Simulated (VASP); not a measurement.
Runs of VASP 6.6.1 on Ir. It takes space group Fm-3m (No. 225, cubic). The conventional cell has a = 3.854 Å, b = 3.854 Å, c = 3.854 Å, α = 90.00°, β = 90.00°, γ = 90.00°. Ir (site symmetry m-3m) has 12 Ir at 2.73 Å as nearest neighbours. 

```tsv
level	potentials or basis	k mesh	cutoff (eV)	mesh quality	gap on the mesh (eV)	pressure (GPa)	relaxed volume (Å³/atom)
LDA	VASP PAW LDA potentials, release 64 (Ir)	18 × 18 × 18	600	not flagged	none	0.0	13.93
PBEsol	VASP PAW PBE potentials, release 64 (Ir)	18 × 18 × 18	300	not flagged	none	0.0	14.06
PBEsol	VASP PAW PBE potentials, release 64 (Ir)	18 × 18 × 18	580	not flagged	none	0.0	(b)
PBEsol	VASP PAW PBE potentials, release 64 (Ir)	6 × 6 × 6	600	coarse	none	0.0	(a)
PBEsol	VASP PAW PBE potentials, release 64 (Ir)	18 × 18 × 18	480	not flagged	none	0.0	14.08
```

Alike in all rows: task relaxation of cell and atoms; no spin polarisation; cell relaxed; smearing gaussian 0.1 eV.

Problem. Fill in the values left out.

Solution. (a) 14.12; (b) 14.09.

Caveats: some runs use coarse meshes; the PAW data sets were made with another functional, which shifts forces and pressure a little (some runs).

A k mesh can miss the band edges, and the runs leave out spin-orbit coupling on Ir.

A gap of «none» marks a metal or a gap under the smearing width.

Runs at the PBE level aren't shown here.
